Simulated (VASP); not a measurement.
Consider the following.

```
MgI2
1.0
    2.03950    -3.53252     0.00000
    2.03950     3.53252     0.00000
    0.00000     0.00000     6.72160
Mg I
1 2
Direct
  0.00000   0.00000   0.00000
  0.33333   0.66667   0.24382
  0.66667   0.33333   0.75618
```

The numbers are results of rev-vdW-DF2, VASP's PBE PAW potentials (set 64) (plane waves; VASP 6.6.1), not measurements. Settings: 520 eV cut-off, 6×6×4 Γ-centred mesh, Gaussian smearing of 0.050 eV, potentials Mg I.

### Question
The ions and cell shape at fixed volume are relaxed. What does this cell relax into?

### Answer

```
MgI2
1.0
    2.05256    -3.55514     0.00000
    2.05256     3.55514     0.00000
    0.00000     0.00000     6.63634
Mg I
1 2
Cartesian
  0.00000   0.00000   0.00000
  2.05256   1.18505   1.67542
  2.05256  -1.18505   4.96092
```
Space group P-3m1 (164), at a tolerance of 0.03 Å.

### Question
How much energy does the relaxation gain?

### Answer
The energy (σ→0) changes by -6.5 meV/atom, in 5 ionic steps.

The compound is MgI2 in the 1T layered structure. This cell is one point of a volume scan, at 0.94 of the reference volume. Symmetry was kept, so distortions that lower it aren't found.
